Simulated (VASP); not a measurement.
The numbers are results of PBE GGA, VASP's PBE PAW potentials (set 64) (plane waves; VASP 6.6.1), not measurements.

A VASP calculation is set up with these files.

**INCAR**
```
LWAVE=F
EDIFF=1E-6
ISIF=3
LASPH=T
ENCUT=500   ! plane-wave cut-off (eV)
SIGMA=0.1   ! width (eV)
LMAXMIX=6   ! l cut-off of mixed one-centre charges
IBRION=2   ! conjugate gradients
ISMEAR=1
EDIFFG=-0.02
LCHARG=F
NSW=40   ! most ionic steps
ALGO=Normal   ! blocked Davidson
SYSTEM=Au
NELM=100   ! most electronic steps
PREC=Accurate
GGA=PE   ! PBE
LREAL=F   ! projection in real space or not
PSTRESS=100   ! kbar
```

KPOINTS:
```
Automatic mesh
0
Gamma
15 15 15
0 0 0
```

**POSCAR**
```
Au
1.0
  0.0000000000   2.0553747525   2.0553747525
  2.0553747525   0.0000000000   2.0553747525
  2.0553747525   2.0553747525   0.0000000000
Au
1
Cartesian
  0.0000000000   0.0000000000   0.0000000000
```

POTCAR, in this order: Au (PBE.64 set). Program: vasp_std.

Output

OSZICAR:
```
       N       E                     dE             d eps       ncg     rms          rms(c)
DAV:   1     0.417175784847E+02    0.41718E+02   -0.56987E+03  2368   0.105E+03
DAV:   2    -0.310285656754E+01   -0.44820E+02   -0.41780E+02  2243   0.196E+02
DAV:   3    -0.347736068158E+01   -0.37450E+00   -0.37386E+00  2549   0.187E+01
DAV:   4    -0.347839229314E+01   -0.10316E-02   -0.10316E-02  2484   0.103E+00
DAV:   5    -0.347839821134E+01   -0.59182E-05   -0.59179E-05  2387   0.760E-02    0.885E+00
DAV:   6    -0.323048884405E+01    0.24791E+00   -0.80948E-01  2196   0.882E+00    0.568E+00
DAV:   7    -0.321276371064E+01    0.17725E-01   -0.71955E-02  2311   0.260E+00    0.274E+00
DAV:   8    -0.321064629092E+01    0.21174E-02   -0.17303E-03  2311   0.431E-01    0.237E-01
DAV:   9    -0.321063384511E+01    0.12446E-04   -0.87723E-06  2407   0.331E-02    0.186E-02
DAV:  10    -0.321063959693E+01   -0.57518E-05   -0.27018E-06  2379   0.210E-02    0.318E-03
DAV:  11    -0.321063950893E+01    0.88000E-07   -0.41985E-08  1146   0.200E-03
   1 F= -.21267314E+01 E0= -.21265823E+01  d E =-.212673E+01
       N       E                     dE             d eps       ncg     rms          rms(c)
DAV:   1    -0.388257265173E+01   -0.67193E+00   -0.16170E+01  2201   0.451E+01    0.567E+00
DAV:   2    -0.314277989350E+01    0.73979E+00   -0.23562E+00  2174   0.151E+01    0.170E+00
DAV:   3    -0.310457182717E+01    0.38208E-01   -0.18170E-01  2228   0.398E+00    0.119E+00
DAV:   4    -0.310512210119E+01   -0.55027E-03   -0.66141E-03  2292   0.729E-01    0.894E-02
DAV:   5    -0.310510554549E+01    0.16556E-04   -0.52792E-05  2314   0.782E-02    0.255E-02
DAV:   6    -0.310512177564E+01   -0.16230E-04   -0.39022E-06  2356   0.203E-02    0.147E-03
DAV:   7    -0.310512192182E+01   -0.14619E-06   -0.96148E-08  1268   0.306E-03
   2 F= -.21047480E+01 E0= -.21046529E+01  d E =0.219834E-01
       N       E                     dE             d eps       ncg     rms          rms(c)
DAV:   1    -0.351722547781E+01   -0.41210E+00   -0.69905E+00  2194   0.301E+01    0.348E+00
DAV:   2    -0.320619825384E+01    0.31103E+00   -0.97132E-01  2177   0.976E+00    0.176E+00
DAV:   3    -0.318905744906E+01    0.17141E-01   -0.76584E-02  2208   0.259E+00    0.127E+00
DAV:   4    -0.318890392066E+01    0.15353E-03   -0.19517E-03  2296   0.424E-01    0.167E-01
DAV:   5    -0.318892996736E+01   -0.26047E-04   -0.18393E-04  2595   0.999E-02    0.798E-03
DAV:   6    -0.318893491072E+01   -0.49434E-05   -0.38017E-06  2323   0.228E-02    0.181E-03
DAV:   7    -0.318893486599E+01    0.44736E-07   -0.27456E-08  1096   0.169E-03
   3 F= -.21344930E+01 E0= -.21343429E+01  d E =-.776163E-02
```

File OUTCAR:
```
------------------------ aborting loop because EDIFF is reached ----------------------------------------
  FORCE on cell =-STRESS in cart. coord.  units (eV):
  Direction    XX          YY          ZZ          XY          YZ          ZX
  --------------------------------------------------------------------------------------
  Total        1.0466797      1.0466797      1.0466797      0.0000000     -0.0000000     -0.0000000
  in kB       99.2638586     99.2638586     99.2638586      0.0000000     -0.0000000     -0.0000000
  external PRESSURE =      -0.7361414 kB  Pullay stress =     100.0000000 kB
  volume of cell :       16.89
      direct lattice vectors                 reciprocal lattice vectors
     0.000000000  2.036578114  2.036578114    -0.245509856  0.245509856  0.245509856
     2.036578114 -0.000000000  2.036578114     0.245509856 -0.245509856  0.245509856
     2.036578114  2.036578114 -0.000000000     0.245509856  0.245509856 -0.245509856
 POSITION                                       TOTAL-FORCE (eV/Angst)
 -----------------------------------------------------------------------------------
      0.00000      0.00000      0.00000        -0.000000      0.000000     -0.000000
 -----------------------------------------------------------------------------------
    total drift:                               -0.000000     -0.000000     -0.000000
  FREE ENERGIE OF THE ION-ELECTRON SYSTEM (eV)
  ---------------------------------------------------
  free  energy   TOTEN  =        -3.1889348660 eV

  energy  without entropy=       -3.1884844706  energy(sigma->0) =       -3.18878473
  enthalpy is  TOTEN    =        -2.1344930263 eV   P V=        1.0544418397

 reached required accuracy - stopping structural energy minimisation
```
(Selected blocks of OUTCAR.)

CONTCAR:
```
Au
   1.00000000000000
     0.0000000000000000    2.0365781138443406    2.0365781138443406
     2.0365781138443406   -0.0000000000000000    2.0365781138443406
     2.0365781138443406    2.0365781138443406   -0.0000000000000000
  Au
     1
Direct
     0.0000000000000000    0.0000000000000000    0.0000000000000000
```

Energy and stress use the plane-wave basis of the starting cell.

The compound is Au in the fcc structure. This run relaxes it under an external pressure of 10 GPa. Symmetry was kept, so distortions that lower it aren't found.
